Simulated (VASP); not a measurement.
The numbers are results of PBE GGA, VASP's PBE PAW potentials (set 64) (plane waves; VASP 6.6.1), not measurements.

VASP ran on this input.

**POSCAR**
```
LaAl
1
   -0.0000000000     3.2020719566     3.2020719566
    3.2020719566     0.0000000000     3.2020719566
    3.2020719566     3.2020719566     0.0000000000
La Al
1 1
Direct
  1.0000000000   0.0000000000   0.0000000000
  0.5000000000   0.5000000000   0.5000000000
```

**INCAR**
```
SYSTEM = LaAl
PREC = Accurate
ENCUT = 400
EDIFF = 1E-7
NELM = 100
ALGO = Normal
LREAL = .FALSE.
LASPH = .TRUE.
ISMEAR = -5
GGA = PE
LMAXMIX = 6
LWAVE = .FALSE.
LCHARG = .TRUE.
LORBIT = 11
NEDOS = 601
ISIF = 2
```

### KPOINTS
```
K-points
0
Gamma
 11 11 11
0 0 0
```

POTCAR, in this order: La Al (PBE.64 set). Program: vasp_std.

Output of the run:

OSZICAR:
```
       N       E                     dE             d eps       ncg     rms          rms(c)
DAV:   1     0.115025104007E+03    0.11503E+03   -0.41198E+03  1232   0.119E+03
DAV:   2     0.614452793749E+00   -0.11441E+03   -0.11303E+03  1792   0.210E+02
DAV:   3    -0.784446963989E+01   -0.84589E+01   -0.83232E+01  1716   0.890E+01
DAV:   4    -0.837414665883E+01   -0.52968E+00   -0.52705E+00  2272   0.190E+01
DAV:   5    -0.840220284087E+01   -0.28056E-01   -0.28020E-01  2013   0.404E+00    0.237E+00
DAV:   6    -0.840169135936E+01    0.51148E-03   -0.31288E-02  2112   0.168E+00    0.143E+00
DAV:   7    -0.841203038314E+01   -0.10339E-01   -0.73749E-02  1720   0.231E+00    0.248E-01
DAV:   8    -0.841274012291E+01   -0.70974E-03   -0.33411E-03  2384   0.630E-01    0.189E-01
DAV:   9    -0.841268735763E+01    0.52765E-04   -0.57710E-04  2221   0.273E-01    0.248E-02
DAV:  10    -0.841268979952E+01   -0.24419E-05   -0.19897E-05  2389   0.442E-02    0.132E-02
DAV:  11    -0.841269539493E+01   -0.55954E-05   -0.11618E-05  2029   0.365E-02    0.744E-03
DAV:  12    -0.841269495157E+01    0.44336E-06   -0.69289E-07  2349   0.693E-03    0.244E-03
DAV:  13    -0.841269505280E+01   -0.10123E-06   -0.27377E-07  1984   0.587E-03    0.124E-03
DAV:  14    -0.841269507266E+01   -0.19854E-07   -0.24049E-08  1189   0.203E-03
   1 F= -.84126951E+01 E0= -.84126951E+01  d E =0.000000E+00
```

### OUTCAR
```
------------------------ aborting loop because EDIFF is reached ----------------------------------------
  FORCE on cell =-STRESS in cart. coord.  units (eV):
  Direction    XX          YY          ZZ          XY          YZ          ZX
  --------------------------------------------------------------------------------------
  Total       -0.0447803     -0.0447803     -0.0447803     -0.0000000      0.0000000      0.0000000
  in kB       -1.0926337     -1.0926337     -1.0926337     -0.0000000      0.0000000      0.0000000
  external PRESSURE =      -1.0926337 kB  Pullay stress =       0.0000000 kB
  volume of cell :       65.66
      direct lattice vectors                 reciprocal lattice vectors
     0.000000000  3.202071957  3.202071957    -0.156148896  0.156148896  0.156148896
     3.202071957  0.000000000  3.202071957     0.156148896 -0.156148896  0.156148896
     3.202071957  3.202071957  0.000000000     0.156148896  0.156148896 -0.156148896
 POSITION                                       TOTAL-FORCE (eV/Angst)
 -----------------------------------------------------------------------------------
      0.00000      0.00000      0.00000         0.000000      0.000000      0.000000
      3.20207      3.20207      3.20207        -0.000000     -0.000000     -0.000000
 -----------------------------------------------------------------------------------
    total drift:                               -0.000000      0.000000      0.000000
  FREE ENERGIE OF THE ION-ELECTRON SYSTEM (eV)
  ---------------------------------------------------
  free  energy   TOTEN  =        -8.4126950727 eV

  energy  without entropy=       -8.4126950727  energy(sigma->0) =       -8.41269507

 total charge

# of ion       s       p       d       f       tot
--------------------------------------------------
    1        2.027   5.633   0.753   0.054   8.468
    2        0.510   0.303   0.000   0.000   0.814
--------------------------------------------------
tot          2.538   5.937   0.753   0.054   9.282
```
(Selected blocks of OUTCAR.)

For a metal the tetrahedron method with Blöchl corrections gives inexact stress and forces.

The structure was generated: LaAl was put into the rock salt type (Fm-3m), which need not be its known phase. It was relaxed first, which changed the volume by -26 %.
